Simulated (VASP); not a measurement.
Write the native input for VASP 6.6.1 that does the following.

```
Task                   : single point
Functional             : PBE
Potentials or basis    : VASP PAW PBE potentials, release 64 (N, Ga_d, As)
Cutoff                 : 520 eV
k mesh                 : 8 × 8 × 6
Occupations            : fermi-dirac, width 0.02 eV
Spin                   : no spin polarisation
Dipole correction      : no
Further INCAR settings : ALGO = Normal; EDIFF = 1e-06; NBANDS = 26
```

The structure of Ga2AsN lies in POSCAR:

```
Ga2AsN
1.0
    3.4089598272      0.0000000000      0.0000000000
    0.0000000000      3.4089598272      0.0000000000
    0.0000000000      0.0000000000      4.7898193904
N Ga As
1 2 1
Direct
    0.0000000000      0.0000000000      0.0000000000
    0.0000000000      0.5000000000      0.8058286584
    0.5000000000      0.0000000000      0.1941713416
    0.5000000000      0.5000000000      0.5000000000
```

The cell was built by a generator and needn't be a form met in nature.

The cell isn't the ideal one: hydrostatic strain -5.4%.

These files were run (other wordings do the same):

INCAR

```
SYSTEM = Ga2AsN
PREC = Accurate ; ENCUT = 520
EDIFF = 1E-6 ; ISMEAR = -1
SIGMA = 0.02 ; LREAL = .FALSE.
LASPH = .TRUE. ; NELM = 100
ALGO = Normal ; ISIF = 2
LWAVE = .FALSE. ; LCHARG = .TRUE.
GGA = PE ; LELF = .TRUE.
LVHAR = .TRUE. ; NBANDS = 26
```

KPOINTS

```
regular mesh
0
G
  8 8 6
  0 0 0
```

Potentials or basis: VASP PAW PBE potentials, release 64 (N, Ga_d, As).

The run is started by

```sh
$ cat potpaw_PBE.64/N/POTCAR potpaw_PBE.64/Ga_d/POTCAR potpaw_PBE.64/As/POTCAR > POTCAR
$ mpirun -np 1 vasp_std > vasp.out
```

Results of the run:

```yaml
Pressure: 31.0 GPa
Largest_force: 0.210 eV/Å
Band_gap_on_the_k_mesh: none (metal or under the smearing width)
```

Caveat: so large a pressure means that the cell lies far from this level's equilibrium, or that cutoff or potentials fall short.

It took 33 s on 1 thread of Intel(R) Xeon(R) 6975P-C (Granite Rapids), on a shared host, peak memory 0.23 GiB.
